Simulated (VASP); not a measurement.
Computed with PW91 GGA, VASP's PBE PAW potentials (set 64) (plane waves; VASP).

VASP ran on this input.

**POSCAR**
```
CsBr
1
    4.3783119169    -0.0000000000     0.0000000000
    0.0000000000     4.3783119169     0.0000000000
   -0.0000000000     0.0000000000     4.3783119169
Cs Br
1 1
Direct
  0.0000000000   0.0000000000   0.0000000000
  0.5000000000   0.5000000000   0.5000000000
```

File KPOINTS:
```
Regular mesh
0
G
6 6 6
0 0 0
```

### INCAR
```
SYSTEM = CsBr
PREC = Accurate
ENCUT = 520
EDIFF = 1E-6
NELM = 100
ALGO = Normal
LREAL = .FALSE.
LASPH = .TRUE.
ISMEAR = 0
SIGMA = 0.05
GGA = 91
LMAXMIX = 4
LWAVE = .FALSE.
LCHARG = .FALSE.
IBRION = 2
ISIF = 3
NSW = 60
EDIFFG = -0.01
```

POTCAR, in this order: Cs_sv Br (PBE.64 set). Program: vasp_std.

Unless said otherwise, spin-orbit coupling is left out, though it shifts the bands of the heavy elements here.

**Question.** What does the run give for the energy per atom (σ→0), band gap (on the k-mesh)?

**Answer.** 
```
Item                              Result
------------------------  --------------
energy per atom (σ→0)     -3043 meV/atom
band gap (on the k-mesh)         4.28 eV
```

File OSZICAR:
```
...
DAV:   6    -0.612338019740E+01    0.24801E+00   -0.38118E-01   532   0.312E+00    0.109E+00
DAV:   7    -0.608177423445E+01    0.41606E-01   -0.18320E-01   596   0.221E+00    0.579E-01
DAV:   8    -0.608459163207E+01   -0.28174E-02   -0.12548E-02   536   0.802E-01    0.983E-02
DAV:   9    -0.608511201922E+01   -0.52039E-03   -0.22949E-03   572   0.291E-01    0.777E-02
DAV:  10    -0.608516570560E+01   -0.53686E-04   -0.17516E-04   540   0.105E-01    0.106E-02
DAV:  11    -0.608517331928E+01   -0.76137E-05   -0.32379E-05   580   0.351E-02    0.512E-03
DAV:  12    -0.608517328839E+01    0.30892E-07   -0.86317E-06   540   0.178E-02
   1 F= -.60851733E+01 E0= -.60851733E+01  d E =-.608517E+01
```

The compound is CsBr in the CsCl type structure. It was relaxed first, which changed the volume by +6 %. The start is the result of an earlier pass.
